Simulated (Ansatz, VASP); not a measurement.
**AgAu: VASP beside Ansatz**

```
Ag Au
1.0
     2.93517    0.00000    0.00000
    -1.46758    2.54193    0.00000
     0.00000    0.00000    4.69691
Ag Au
1 1
Direct
  0.00000 0.00000 0.50000
  0.66667 0.33333 0.00000
```

The cell comes from a database or a generator and needn't be the stable form of this composition.

Alike in both runs: task single point; functional LDA; k mesh 9 × 9 × 4; occupations gaussian, width 0.1 eV; no spin polarisation.

```csv
,VASP,Ansatz
version,VASP 6.6.1,Ansatz 0.2.0
potentials or method,"VASP PAW LDA potentials, release 64 (Ag, Au)","scalar-relativistic, plane waves, PAW"
plane-wave cutoff (eV),520,420
valence electrons in the cell,22,38
```

|  | VASP | Ansatz | Ansatz less VASP |
| --- | --- | --- | --- |
| gap on the k mesh at the Fermi level (eV) | none | none | - |
| pressure (GPa) | -9.5 | -9.7 | -0.25 |
| largest component of the traceless stress (GPa) | 3.09 | 3.10 | +0.006 |

A gap of «none» marks a metal or a gap that the smearing closes. The two sets of potentials don't hold the same shells in valence.

Spin-orbit coupling is left out, which matters for the levels of Au.
